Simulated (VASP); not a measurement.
VASP ran on this input.

**INCAR**
```
SYSTEM  =  CdTe
PREC  =  Accurate; ENCUT  =  500; LREAL  =  F
LASPH  =  T
EDIFF  =  1E-6; NELM  =  100; ALGO  =  Normal
LMAXMIX  =  4
ISMEAR  =  1; SIGMA  =  0.1
GGA  =  PS
IBRION  =  2; NSW  =  40; ISIF  =  3
EDIFFG  =  -0.02; PSTRESS  =  50
LWAVE  =  F; LCHARG  =  F
```

### KPOINTS
```
Automatic mesh
0
Gamma
11 11 11
0 0 0
```

POSCAR:
```
CdTe
1.0
  0.0000000000   3.0025739408   3.0025739408
  3.0025739408   0.0000000000   3.0025739408
  3.0025739408   3.0025739408   0.0000000000
Cd Te
1 1
Cartesian
  3.0025739408   3.0025739408   6.0051478816
  3.0025739408   3.0025739408   3.0025739408
```

POTCAR, in this order: Cd Te (PBE.64 set). Program: vasp_std.

### Question
Translate this PBEsol calculation to Ansatz.

### Answer
One equivalent input (not run):
Ansatz 0.2 input:
```yaml
crystal:
  lattice:
    - [0.0000000, 3.0025739, 3.0025739]
    - [3.0025739, 0.0000000, 3.0025739]
    - [3.0025739, 3.0025739, 0.0000000]
  atoms:
    - { symbol: Cd, position: [1.0000000, 1.0000000, 0.0000000] }
    - { symbol: Te, position: [0.5000000, 0.5000000, 0.5000000] }
kpoints:
  mp_grid: { grid: [11, 11, 11] }
hamiltonian:
  xc: pbesol
  pseudopotentials: { kind: paw }
scf:
  occupations: { method: methfessel_paxton, width: 0.1 }
  max_iter: 100
relax:
  max_steps: 40
  f_tol: 0.02
  cell: { p_target: 5 }
output: { forces: true, stress: true, eigenvalues: true }
```
What does not carry over: each code has its own PAW files, so the cut-off isn't converted (ENCUT is set for VASP's; basis.ecutwfc is left out, and Ansatz then takes the one that its files recommend); Ansatz stops its SCF on the density residual and VASP on the energy change (EDIFF).

The structure was generated: CdTe was put into the rock salt type (Fm-3m), which need not be its known phase. This run relaxes it under an external pressure of 5 GPa. Symmetry was kept, so distortions that lower it aren't found.
